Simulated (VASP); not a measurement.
VASP input:

**POSCAR**
```
GaN
3.1296830
  0.0000000000   0.7071068038   0.7071068038
  0.7071068038   0.0000000000   0.7071068038
  0.7071068038   0.7071068038   0.0000000000
Ga N
1 1
direct
  0.0000000000   0.0000000000   0.0000000000
  0.2500000000   0.2500000000   0.2500000000
```

**KPOINTS**
```
Automatic mesh
0
Gamma
10 10 10
0 0 0
```

**INCAR**
```
# general
SYSTEM   =  GaN
PREC     =  Accurate
ENCUT    =  520
LREAL    =  .False.
LASPH    =  .True.   # aspherical one-centre terms

# electronic loop
EDIFF    =  1E-7   # SCF stop (eV)
NELM     =  100   # most electronic steps
ALGO     =  Normal   # blocked Davidson
LMAXMIX  =  4   # l cut-off of mixed one-centre charges

# smearing
ISMEAR   =  0   # Gaussian
SIGMA    =  0.05   # width (eV)

# functional
GGA      =  PE
IVDW     =  12

# ions
ISIF     =  2   # forces and stress, cell fixed

# output
LWAVE    =  .False.
LCHARG   =  .False.
```

POTCAR, in this order: Ga_d N (PBE.64 set). Program: vasp_std.

### Question
Translate this PBE-D3(BJ) calculation to Quantum ESPRESSO's pw.x.

### Answer
One equivalent input (not run):
```
&CONTROL
  calculation = 'scf'
  pseudo_dir = './pseudo'
  outdir = './out'
  tprnfor = .true.
  tstress = .true.
/
&SYSTEM
  ibrav = 0
  nat = 2
  ntyp = 2
  ecutwfc = 84
  occupations = 'smearing'
  smearing = 'gaussian'
  degauss = 0.003675
  input_dft = 'pbe'
  vdw_corr = 'grimme-d3'
  dftd3_version = 4
  dftd3_threebody = .false.
/
&ELECTRONS
  conv_thr = 7.3e-09
  electron_maxstep = 100
/
ATOMIC_SPECIES
  Ga 69.723 Ga.upf
  N 14.007 N.upf
CELL_PARAMETERS angstrom
     0.0000000    2.2130201    2.2130201
     2.2130201    0.0000000    2.2130201
     2.2130201    2.2130201    0.0000000
ATOMIC_POSITIONS crystal
  Ga   0.0000000  0.0000000  0.0000000
  N    0.2500000  0.2500000  0.2500000
K_POINTS automatic
  10 10 10 0 0 0
```
Limits of the translation: the potentials are each code's own (VASP's PAW set, PseudoDojo norm-conserving files in pw.x), so ENCUT and ecutwfc are chosen apart and not converted; conv_thr bounds pw.x's estimated SCF error, while EDIFF bounds the energy change between steps.

The compound is GaN in the zinc blende structure, a metastable form; wurtzite is the usual one. This cell is one point of a volume scan, at 0.94 of the reference volume.
